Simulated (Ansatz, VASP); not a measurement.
# InAs: VASP beside Ansatz

One calculation is typed for both programs; each brings its own data sets. How far apart do they land? The cell is taken from a series of runs on this material, whose earlier steps may have relaxed, scaled, displaced or heated it; both programs get it as it stands.

Main program and level: Ansatz 0.2.0; plane waves, with VASP 6.6.1 beside it; zone-centre phonons at PBEsol.

## Step 1: The starting structure

The structure is cubic, space group F-43m (No. 216). The conventional cell has a = 5.963 Å, b = 5.963 Å, c = 5.963 Å, α = 90.00°, β = 90.00°, γ = 90.00°. Nearest to As lie 4 In at 2.58 Å. Nearest to In lie 4 As at 2.58 Å. Farther neighbours are not listed.

Structure file:

```xyz
2
Lattice="0.0000 2.9814 2.9814 2.9814 0.0000 2.9814 2.9814 2.9814 0.0000" Properties=species:S:1:pos:R:3 pbc="T T T"
As    4.4721    4.4721    4.4721
In    0.0000    0.0000    0.0000
```

## Step 2: VASP: zone-centre phonons, PBEsol, pair 1

Second derivatives magnify differences that forces hide, and they need a tight electronic threshold.

Lines of VASP's logs that name or quote its potential files are left out, and so is its time.

Contents of INCAR:

```
SYSTEM = InAs
PREC = Accurate
ENCUT = 500
EDIFF = 1E-08
NELM = 120
ISMEAR = 1
SIGMA = 0.2
LREAL = .FALSE.
ALGO = Normal
GGA = PS
NBANDS = 15
LORBIT = 11
LWAVE = .FALSE.
LCHARG = .FALSE.
ISIF = 2
IBRION = 8
LASPH = .TRUE.
GGA_COMPAT = .FALSE.
KPAR = 2
```

Contents of POSCAR:

```
InAs
1.0
    0.0000000000      2.9814091285      2.9814091285
    2.9814091285      0.0000000000      2.9814091285
    2.9814091285      2.9814091285      0.0000000000
As In
1 1
Direct
    0.7500000000      0.7500000000      0.7500000000
    0.0000000000      0.0000000000      0.0000000000
```

Contents of KPOINTS:

```
Automatic mesh
0
Gamma
12 12 12
0 0 0
```

PAW data sets: As and In_d (PBE family, release 64).

Run with:

```console
$ mpirun -np 2 vasp_std
```

Numbers of over 12 decimals in the logs are rounded to 6 here.

Output:

```text
[banner, memory and clock lines left out]
running    2 mpi-ranks, on    1 nodes
 distrk:  each k-point on    1 cores,    2 groups
 distr:  one band on    1 cores,    1 groups

 POSCAR found type information on POSCAR AsIn
 POSCAR found :  2 types and       2 ions
|                                                                             |
|               ----> ADVICE to this user running VASP <----                  |
|                                                                             |
|     You enforced a specific xc type in the INCAR file but a different       |
|     [... a line on the potential file left out ...]
|     I HOPE YOU KNOW WHAT YOU ARE DOING!                                     |
|                                                                             |

 LDA part: xc-table for (Slater+PW92), standard interpolation
 POSCAR, INCAR and KPOINTS ok, starting setup
 FFT: planning ... GRIDC
 FFT: planning ... GRID_SOFT
 FFT: planning ... GRID
 WAVECAR not read
 entering main loop
       N       E                     dE             d eps       ncg     rms          rms(c)
DAV:   1     0.112672665572E+03    0.11267E+03   -0.81805E+03  2160   0.127E+03
DAV:   2    -0.102565176677E+01   -0.11370E+03   -0.10942E+03  2293   0.306E+02
DAV:   3    -0.856434324644E+01   -0.75387E+01   -0.75005E+01  2797   0.800E+01
DAV:   4    -0.875396739515E+01   -0.18962E+00   -0.18957E+00  2612   0.138E+01
DAV:   5    -0.876204384277E+01   -0.80764E-02   -0.80763E-02  3266   0.246E+00    0.481E+00
DAV:   6    -0.848549920739E+01    0.27654E+00   -0.40512E-01  3366   0.127E+01    0.264E+00
DAV:   7    -0.844916789667E+01    0.36331E-01   -0.12253E-01  3068   0.382E+00    0.704E-01
DAV:   8    -0.844750732453E+01    0.16606E-02   -0.14620E-02  2803   0.149E+00    0.234E-01
DAV:   9    -0.844770298339E+01   -0.19566E-03   -0.94012E-04  2652   0.277E-01    0.131E-01
DAV:  10    -0.844777650400E+01   -0.73521E-04   -0.15452E-04  3193   0.208E-01    0.741E-02
DAV:  11    -0.844779521029E+01   -0.18706E-04   -0.58855E-05  2524   0.127E-01    0.509E-02
DAV:  12    -0.844779432587E+01    0.88442E-06   -0.70319E-06  2771   0.370E-02    0.648E-03
DAV:  13    -0.844779436315E+01   -0.37284E-07   -0.14140E-06  2776   0.662E-03    0.236E-03
DAV:  14    -0.844779422887E+01    0.13428E-06   -0.67427E-08  2717   0.241E-03    0.130E-03
DAV:  15    -0.844779427375E+01   -0.44879E-07   -0.41572E-09  1927   0.107E-03    0.397E-04
DAV:  16    -0.844779429070E+01   -0.16954E-07   -0.72414E-10  1430   0.257E-04    0.148E-04
DAV:  17    -0.844779429396E+01   -0.32617E-08   -0.49279E-10  1346   0.183E-04
   1 F= -.84477943E+01 E0= -.84479119E+01  d E =0.352806E-03
 Linear response reoptimize wavefunctions to high precision
DAV:   1    -0.844779429664E+01   -0.26787E-08   -0.11499E-10  1584   0.150E-04
DAV:   2    -0.844779429660E+01    0.38199E-10   -0.38750E-11  1318   0.588E-05
 Linear response DOF=           2
 Linear response progress:
  Degree of freedom:   1/  2
       N       E                     dE             d eps       ncg     rms          rms(c)
RMM:   1    -0.468681338817E-01   -0.46868E-01    0.63175E-02 17266   0.163E+00
RMM:   2    -0.443688208715E-01    0.24993E-02    0.13272E-03 13293   0.606E-01    0.113E-01
RMM:   3    -0.451055980167E-01   -0.73678E-03   -0.19470E-03 15404   0.251E-01    0.497E-02
RMM:   4    -0.453345406987E-01   -0.22894E-03   -0.15475E-04 15680   0.823E-02    0.114E-02
RMM:   5    -0.453774830827E-01   -0.42942E-04   -0.19894E-05 16250   0.319E-02    0.536E-03
RMM:   6    -0.453625354184E-01    0.14948E-04   -0.27436E-06 15684   0.894E-03    0.146E-03
RMM:   7    -0.453617271516E-01    0.80827E-06   -0.19502E-07 16996   0.267E-03    0.106E-03
RMM:   8    -0.453621551020E-01   -0.42795E-06   -0.27393E-08 15769   0.114E-03    0.532E-04
RMM:   9    -0.453627507267E-01   -0.59562E-06   -0.56765E-08 16326   0.406E-04    0.110E-04
RMM:  10    -0.453628137174E-01   -0.62991E-07    0.10717E-07 17620   0.152E-04    0.784E-05
RMM:  11    -0.453628087888E-01    0.49286E-08   -0.23753E-08 16513   0.582E-05    0.123E-05
 first order change of Fermi-energy   0.29802E-03
 force on displaced ion       1 direction 1 :  -8.540   0.000   0.000
 Linear response progress:
  Degree of freedom:   2/  2
       N       E                     dE             d eps       ncg     rms          rms(c)
RMM:   1    -0.232935278470E+00   -0.23294E+00   -0.77784E-02 11329   0.497E+00
RMM:   2    -0.235516426285E+00   -0.25811E-02   -0.14263E-02 14256   0.108E+00    0.810E-02
RMM:   3    -0.235507642462E+00    0.87838E-05   -0.17006E-03 15371   0.334E-01    0.409E-02
RMM:   4    -0.235325274212E+00    0.18237E-03   -0.17066E-04 15854   0.114E-01    0.214E-02
RMM:   5    -0.235284205945E+00    0.41068E-04   -0.19759E-05 16429   0.419E-02    0.707E-03
RMM:   6    -0.235287020982E+00   -0.28150E-05   -0.35823E-06 16614   0.143E-02    0.199E-03
RMM:   7    -0.235297604505E+00   -0.10584E-04   -0.58994E-06 16493   0.425E-03    0.735E-04
RMM:   8    -0.235295067977E+00    0.25365E-05   -0.81363E-07 16596   0.181E-03    0.355E-04
RMM:   9    -0.235294266159E+00    0.80182E-06   -0.14327E-06 17253   0.814E-04    0.620E-05
RMM:  10    -0.235294209070E+00    0.57089E-07   -0.27196E-07 17556   0.350E-04    0.486E-05
RMM:  11    -0.235294270218E+00   -0.61148E-07   -0.16378E-07 17763   0.170E-04    0.132E-05
RMM:  12    -0.235294317289E+00   -0.47071E-07    0.13694E-07 16399   0.101E-04    0.270E-05
RMM:  13    -0.235294316799E+00    0.49005E-09    0.15062E-07 18241   0.606E-05    0.445E-06
RMM:  14    -0.235294333112E+00   -0.16313E-07    0.71309E-08 16234   0.400E-05    0.147E-05
RMM:  15    -0.235294325794E+00    0.73179E-08    0.23941E-08 14261   0.281E-05    0.607E-06
 first order change of Fermi-energy  -0.39191E-04
 force on displaced ion       2 direction 1 :  -8.565   0.000   0.000
 Linear response finished
```

From OUTCAR (step 2):

```text
ion  position               nearest neighbor table
   1  0.750  0.750  0.750-   2 2.58   2 2.58   2 2.58   2 2.58
   2  0.000  0.000  0.000-   1 2.58   1 2.58   1 2.58   1 2.58

  LATTYP: Found a face centered cubic cell.
 ALAT       =     5.9628182570

 Subroutine GETGRP returns: Found 24 space group operations
 (whereof 24 operations were pure point group operations)

The static configuration has the point symmetry T_d .

 Found     72 irreducible k-points:

   k-points           NKPTS =     72   k-points in BZ     NKDIM =     72   number of bands    NBANDS=     15

   dimension x,y,z NGX =    32 NGY =   32 NGZ =   32
   dimension x,y,z NGXF=    64 NGYF=   64 NGZF=   64

   ENCUT  =  500.0 eV  36.75 Ry    6.06 a.u.   7.69  7.69  7.69*2*pi/ulx,y,z

   NELECT =      18.0000    total number of electrons

 k-points in reciprocal lattice and weights: Automatic mesh
   0.00000000  0.00000000  0.00000000       0.001
   0.08333333  0.00000000  0.00000000       0.005
   0.16666667  0.00000000  0.00000000       0.005
   0.25000000  0.00000000  0.00000000       0.005
   0.33333333  0.00000000  0.00000000       0.005
   0.41666667  0.00000000  0.00000000       0.005
   0.50000000  0.00000000  0.00000000       0.002
   0.08333333  0.08333333  0.00000000       0.003
   0.16666667  0.08333333  0.00000000       0.014
[...]
-0.33333333  0.50000000  0.16666667       0.007
  -0.25000000  0.50000000  0.25000000       0.003

 average (electrostatic) potential at core
       1 -49.1092       2 -96.0582

  Total        1.3589508      1.3589508      1.3589508      0.0000000      0.0000000      0.0000000
  in kB       41.0789741     41.0789741     41.0789741      0.0000000      0.0000000      0.0000000
  external PRESSURE =      41.0789741 kB  Pullay stress =       0.0000000 kB

  energy-cutoff  :      500.00
  volume of cell :       53.00
      direct lattice vectors                 reciprocal lattice vectors
     0.000000000  2.981409129  2.981409129    -0.167705933  0.167705933  0.167705933
     2.981409129  0.000000000  2.981409129     0.167705933 -0.167705933  0.167705933
     2.981409129  2.981409129  0.000000000     0.167705933  0.167705933 -0.167705933

 POSITION                                       TOTAL-FORCE (eV/Angst)
 -----------------------------------------------------------------------------------
      4.47211      4.47211      4.47211         0.000000      0.000000      0.000000
      0.00000      0.00000      0.00000        -0.000000     -0.000000     -0.000000
 -----------------------------------------------------------------------------------
    total drift:                                0.000000      0.000000      0.000000

 Eigenvectors and eigenvalues of the dynamical matrix
 ----------------------------------------------------

   1 f  =    6.788944 THz    42.656196 2PiTHz  226.454809 cm-1    28.076805 meV
             X         Y         Z           dx          dy          dz
      4.472114  4.472114  4.472114    -0.777470    0.000000   -0.000000
      0.000000  0.000000  0.000000     0.628920   -0.000000    0.000000

   2 f  =    6.788944 THz    42.656196 2PiTHz  226.454809 cm-1    28.076805 meV
             X         Y         Z           dx          dy          dz
      4.472114  4.472114  4.472114     0.000000    0.777470    0.000000
      0.000000  0.000000  0.000000    -0.000000   -0.628920   -0.000000

   3 f  =    6.788944 THz    42.656196 2PiTHz  226.454809 cm-1    28.076805 meV
             X         Y         Z           dx          dy          dz
      4.472114  4.472114  4.472114     0.000000    0.000000    0.777470
      0.000000  0.000000  0.000000     0.000000    0.000000   -0.628920

   4 f/i=    0.004705 THz     0.029560 2PiTHz    0.156930 cm-1     0.019457 meV
             X         Y         Z           dx          dy          dz
      4.472114  4.472114  4.472114     0.050919    0.039596    0.625603
      0.000000  0.000000  0.000000     0.062947    0.048949    0.773370

   5 f/i=    0.004705 THz     0.029560 2PiTHz    0.156930 cm-1     0.019457 meV
             X         Y         Z           dx          dy          dz
      4.472114  4.472114  4.472114     0.573844    0.249671   -0.062509
      0.000000  0.000000  0.000000     0.709386    0.308643   -0.077274

   6 f/i=    0.004705 THz     0.029560 2PiTHz    0.156930 cm-1     0.019457 meV
             X         Y         Z           dx          dy          dz
      4.472114  4.472114  4.472114    -0.252290    0.575879   -0.015914
      0.000000  0.000000  0.000000    -0.311880    0.711901   -0.019673

 ELASTIC MODULI CONTR FROM IONIC RELAXATION (kBar)
 Direction    XX          YY          ZZ          XY          YZ          ZX
 --------------------------------------------------------------------------------
 XX          -0.0000     -0.0000     -0.0000      0.0000      0.0000      0.0000
 YY          -0.0000     -0.0000     -0.0000      0.0000      0.0000     -0.0000
 ZZ          -0.0000     -0.0000     -0.0000      0.0000      0.0000      0.0000
 XY           0.0000      0.0000      0.0000   -337.6163      0.0000      0.0000
 YZ           0.0000      0.0000      0.0000      0.0000   -337.6163      0.0000
 ZX           0.0000     -0.0000      0.0000      0.0000      0.0000   -337.6163
 --------------------------------------------------------------------------------
```

## Step 3: Ansatz: zone-centre phonons, PBEsol, pair 1

Ansatz runs on its PAW soft_1 files.

The same cell, functional, mesh and smearing now go to Ansatz, which takes its cutoff from its data sets.

Contents of input.yaml:

```yaml
crystal:
  lattice:
    - [0.0, 2.9814091285, 2.9814091285]
    - [2.9814091285, 0.0, 2.9814091285]
    - [2.9814091285, 2.9814091285, 0.0]
  atoms:
    - { symbol: As, position: [0.75, 0.75, 0.75] }
    - { symbol: In, position: [0.0, 0.0, 0.0] }
kpoints:
  mp_grid: { grid: [12, 12, 12] }
hamiltonian:
  xc: pbesol
  pseudopotentials: { kind: paw, azcp: { folder: soft_1 }, xc_functional: pbe }
scf:
  occupations: { method: methfessel_paxton, width: 0.2 }
output:
  eigenvalues: true
phonons:
  method: dfpt
```

Run with:

```console
$ ansatz run input.yaml --threads 4 --pin off --max-ram 10240MiB --backend cpu --events-out ev --progress --plain --runs-dir out
```

Output:

```text
zone centre: on kpoints.mp_grid the ground state, and the responses unless they are solved on pairs of k-points, stand on 163 of the mesh's 1728 k-points, reduced under 8 symmetry operations, with k and −k counted as one. Each operation leaves every solved displacement unchanged or reverses it
Engine: ansatz 0.2.0, aarch64-unknown-linux-gnu
Pseudopotentials: kind: paw
Pseudopotential: As, paw, valence charge 15, recommended cutoff 420 eV (normal), soft_1/As.paw.azcp
Pseudopotential: In, paw, valence charge 13, recommended cutoff 420 eV (normal), soft_1/In.paw.azcp
Functional definition: PBEsol
  exchange = pbesol_x
  correlation = pbesol_c
Crystal: 2 atoms, lattice volume = 53.002 Å³
Basis set: ecut = 420 eV, 1037 PW (Γ), exchange–correlation on 60×60×60 points (8 copies of the dense FFT grid, shifted against one another)
Bands: 18, of which v1, the nominal top of the filled ones, is band 14 counted from 1 (13 counted from 0)
Symmetry: 24 space group operations
k-points: 163 of 1728 (irreducible under 8 space group operations, time reversal used)
Non-local potential: As, projectors of the file, l = 0: 2, l = 1: 2, l = 2: 3, l = 3: 1
Non-local potential: In, projectors of the file, l = 0: 2, l = 1: 2, l = 2: 2, l = 3: 1
PAW form: soft (Blöchl's): semilocal exchange-correlation on the pseudo side does not see the compensation charge
PAW frozen core: As, regenerated for the run's functional, and the local potential with it (the file was generated under x = pbe(κ = 0.804, μ = 0.219515), c = pbe(β = 0.066725))
PAW frozen core: In, regenerated for the run's functional, and the local potential with it (the file was generated under x = pbe(κ = 0.804, μ = 0.219515), c = pbe(β = 0.066725))
PAW one-centre angular grid: As, 590 points (default); XC on 64 Gauss nodes
PAW one-centre angular grid: In, 590 points (default); XC on 64 Gauss nodes
Initial density: superposition of atomic densities (chi_scale 0.1, normalization cell, long waves kept (reshape's long-wave potential 0.00 eV rms))
Initial wavefunctions: pseudopotential atomic-orbital guess
Functional: x = pbesol(κ = 0.804, μ = 0.123457), c = pbesol(β = 0.046)
SCF iter   1: F=—  HF=-10338.953396 eV  |F-HF|=—  |Δ(HF+E_count)|=         —  Δρ=3.01e-2  dr2=3.88e-1  ethr=3.10e-3  ⟨swp⟩=5.4  Hψ=14976  notcnv=0
preconditioner: auto → none  [insulator: Δε(μ)=0.937 eV  Ē_g=14.866 eV  σ=0.200 eV  W_gap=0.56  n_scr=14 (ndim 8)  ℏωp=21.6 eV  f_vac=0.003  D(μ)=0.05/eV (n_scr^D=0)  ε∞_Penn≈3.1]
SCF iter   2: F=—  HF=-10338.869464 eV  |F-HF|=—  |Δ(HF+E_count)|=   8.39e-2  S|Δr|=    0.00e0  Δρ=1.36e-2  dr2=6.85e-2  ethr=1.39e-3  ⟨swp⟩=2.0  Hψ=4843  notcnv=0
SCF iter   3: F=—  HF=-10338.858572 eV  |F-HF|=—  |Δ(HF+E_count)|=   1.09e-2  S|Δr|=    0.00e0  Δρ=2.17e-3  dr2=5.46e-3  ethr=2.45e-4  ⟨swp⟩=3.0  Hψ=5129  notcnv=0
SCF iter   4: F=—  HF=-10338.856437 eV  |F-HF|=—  |Δ(HF+E_count)|=   2.14e-3  S|Δr|=    0.00e0  Δρ=6.49e-4  dr2=1.04e-4  ethr=1.95e-5  ⟨swp⟩=2.0  Hψ=5217  notcnv=0
SCF iter   5: F=—  HF=-10338.856471 eV  |F-HF|=—  |Δ(HF+E_count)|=   3.42e-5  S|Δr|=    0.00e0  Δρ=1.88e-4  dr2=6.60e-6  ethr=3.70e-7  ⟨swp⟩=3.0  Hψ=5217  notcnv=0
SCF iter   6: F=—  HF=-10338.856477 eV  |F-HF|=—  |Δ(HF+E_count)|=   6.00e-6  S|Δr|=    0.00e0  Δρ=1.87e-5  dr2=1.52e-7  ethr=2.36e-8  ⟨swp⟩=2.1  Hψ=3624  notcnv=0
SCF iter   7: F=—  HF=-10338.856477 eV  |F-HF|=—  |Δ(HF+E_count)|=   1.02e-7  S|Δr|=    0.00e0  Δρ=5.28e-6  dr2=1.18e-8  ethr=5.42e-10  ⟨swp⟩=2.0  Hψ=5217  notcnv=0
SCF iter   8: F=—  HF=-10338.856477 eV  |F-HF|=—  |Δ(HF+E_count)|=   7.62e-9  S|Δr|=    0.00e0  Δρ=8.53e-7  dr2=2.43e-10  ethr=4.22e-11  ⟨swp⟩=2.0  Hψ=5217  notcnv=0
SCF iter   9: F=-10338.856477 eV  HF=-10338.856477 eV  |F-HF|=5.46e-12  |Δ(HF+E_count)|=  4.57e-10  S|Δr|=    0.00e0  Δρ=7.92e-8  dr2=3.13e-12  ethr=1.00e-12  ⟨swp⟩=4.0  Hψ=13455  notcnv=0
SCF 1 converged in 9 iterations: F = -10338.856477 eV  dr2 = 3.13e-12
  greatest PAW one-centre occupation: 0.999 electrons in one spin orbital (limit 2), on the As atom at site 0 (counted from 0), in its partial waves of l = 2
DFPT response loops at Γ: preconditioner auto → Kerker (q_TF=auto, 2.453 Å⁻¹) (partly filled bands, converged f_vac=0.072); β = 1.00, the filter's whole step (`scf.mixing.beta` (0.50) is not read by the response loops under this deck's `scf.mixing.preconditioner`; to damp them name `kerker` or `kerker_dos`, under which they read `scf.mixing.beta`, and type it under 1.00, their step now; both keys bind the ground state too); Broyden in place of MSR1
SCF converged after 9 iterations
Stability not checked: this state was not tested for a lower state beside it, because cold or Methfessel-Paxton smearing, or corrected tetrahedra, fill the levels in a way that the test cannot read (fill_not_monotonic; see scf.lower_state_search)
Free energy (F): -10338.856477 eV
Harris-Foulkes:  -10338.856477 eV  (|F-HF|=5.46e-12)
Internal energy: -10338.856833 eV  (E = F + TS)
E sigma→0 (E₀):  -10338.856566 eV
Entropy (-TS):   0.000357 eV (0.178 meV/atom)
Fermi energy:    8.149329 eV
Step filling:    the computed levels leave a gap of 0.0000 eV = 0.0 smearing widths at the electron count; against every level under it full and every level over it empty, smearing changes F+E_penalty+E_count by +0.156 meV and its σ→0 estimate by +0.067 meV
--- Per-component energies (eV) ---
  E_band       = -307.160475
  E_kinetic    = 318.639883
  E_local      = -3422.222513  (includes V_loc(G=0)·N_el)
  E_nonlocal   = -63.399025
  E_hartree    = 1707.707263
  E_xc         = -212.293971
  E_vxc        = -164.212900  (∫ρ·V_xc dr)
  E_paw        = -6109.667802  (= ΣΔE_a)
  E_vpaw       = -391.380513  (= ΣTr[D̂ρ^β])
  E_aug_tail   = 0.000129  (compensation charges beyond the density's cutoff)
  E_ewald      = -2558.823132
  E_core_change = 1.202334  (= ΣΔE_core)
  E_smearing   = 0.000357  (= −TS)
  E_closure    = 0.000000  (closes the sum)
  Σ components = -10338.856477   (vs F -10338.856477, Δ=0.00e0)
--- Band table (eV; the first three rows and the last of 163) ---
  k-point 0: bands = [... 10 lower, -4.0693, 8.0293, 8.1057, 8.1057, 8.1057, 11.9898, 11.9898, 11.9898]
  k-point 1: bands = [... 10 lower, -3.9900, 6.8530, 8.0064, 8.0064, 9.0037, 12.0254, 12.1340, 12.1340]
  k-point 2: bands = [... 10 lower, -3.7613, 5.5522, 7.7665, 7.7665, 9.4131, 12.4358, 12.4596, 12.4596]
  k-point 162: bands = [... 10 lower, -1.7964, 2.2024, 4.9417, 5.0127, 12.3312, 12.4676, 13.1486, 14.1098]
--- Phonons (Γ-DFPT): 2 representative perturbations + reference, on 163 of 1728 k-points (Σ response iterations 6) ---
  k mesh reduced under 8 symmetry operations, with k and −k counted as one. Each operation leaves every solved displacement unchanged or reverses it
  ASR residual: 2.492e-5 → 0.000e0 eV/Å²; symmetrization residual: 1.872e-5 eV/Å²
  ASR residual per site (eV/Å²): 1.96e-5 2.49e-5
  Γ frequencies (cm⁻¹): 0.00 0.00 0.00 225.88 225.88 225.88
  non-analytic LO–TO correction: not included (Born effective charges unavailable; polar crystals: no LO–TO splitting at Γ)
```

Reading the cycles: dr2 is the Hartree energy of the density residual (eV), the measure of convergence; HF is the Harris–Foulkes estimate of the energy, which meets the free energy F at convergence.

## Step 4: Side by side

Known differences besides the potentials themselves: the data sets hold 28 valence electrons in Ansatz (on its PAW soft_1 files) and 18 in VASP; the cutoff is 420 eV in Ansatz and 500 eV in VASP; Ansatz makes its cores anew for this functional, VASP keeps those of its PBE data sets. Total energies have different zeros and are not compared.

Compared:

```
                  quantity  Ansatz   VASP  difference
optical mode 1 to 3 (cm⁻¹)   225.9  226.5     -0.25 %
```

Modes are paired by rising frequency, not by their patterns, so a pair may set unlike modes beside each other; they are those without the splitting of longitudinal modes.

(Continued in part 2 of 2.)

[Lines on the potential files, build, host, timing and source positions are cut from VASP's logs without a mark.]

[Logs are printed without paths, hosts, clocks, repeated set-up lines and the standing remarks that a program may print on its own settings, such as how far it seeks lower states.]

[Hosts, paths, dates, database ids (printed as entryN), source tags and the programs' standing remarks are cut or masked in the printed files.]
